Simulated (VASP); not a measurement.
Calculation: vdW-DF-cx, VASP's PBE PAW potentials (set 64) (plane waves; VASP).

VASP ran on this input.

File POSCAR:
```
Pt3Ti
1.0
  3.9092735820   0.0000000000   0.0000000000
  0.0000000000   3.9092735820   0.0000000000
  0.0000000000   0.0000000000   3.9092735820
Ti Pt
1 3
Cart
  0.0000000000   0.0000000000   0.0000000000
  0.0000000000   1.9546367910   1.9546367910
  1.9546367910   0.0000000000   1.9546367910
  1.9546367910   1.9546367910   0.0000000000
```

INCAR:
```
AGGAC  =  0.0
ALGO  =  Normal
EDIFF  =  1E-7
ENCUT  =  520
GGA  =  CX
ISIF  =  2
ISMEAR  =  -5
LASPH  =  .TRUE.
LCHARG  =  .TRUE.
LEFG  =  .TRUE.
LMAXMIX  =  6
LORBIT  =  11
LREAL  =  .FALSE.
LUSE_VDW  =  .TRUE.
LWAVE  =  .FALSE.
NEDOS  =  601
NELM  =  100
PREC  =  Accurate
SYSTEM  =  Pt3Ti
```

File KPOINTS:
```
Regular mesh
0
gamma
 9 9 9
0 0 0
```

POTCAR, in this order: Ti_sv Pt (PBE.64 set). Program: vasp_std.

Unless said otherwise, spin-orbit coupling is left out, though it shifts the bands of the heavy elements here.

### Question
What does the run give for the energy per atom (σ→0), band gap (on the k-mesh)?

### Answer

The energy per atom (σ→0) comes out as -5187 meV/atom. The band gap (on the k-mesh) is none (metal, semimetal or under 0.01 eV).

**OSZICAR**
```
...
DAV:  15    -0.207473527438E+02   -0.24379E-04   -0.74712E-06  2480   0.229E-02    0.234E-03
DAV:  16    -0.207473586276E+02   -0.58838E-05   -0.37089E-07  1971   0.381E-03    0.243E-04
DAV:  17    -0.207473580563E+02    0.57125E-06   -0.23774E-08  1025   0.146E-03    0.303E-04
DAV:  18    -0.207473590861E+02   -0.10298E-05   -0.14002E-08   945   0.104E-03    0.130E-04
DAV:  19    -0.207473589703E+02    0.11583E-06   -0.34700E-09   957   0.489E-04    0.712E-05
DAV:  20    -0.207473588137E+02    0.15656E-06   -0.10995E-09   940   0.238E-04    0.589E-05
DAV:  21    -0.207473588016E+02    0.12154E-07   -0.38792E-10   917   0.147E-04
   1 F= -.20747359E+02 E0= -.20747359E+02  d E =0.000000E+00
```

The compound is Pt3Ti in the L1_2 structure. It was relaxed first.
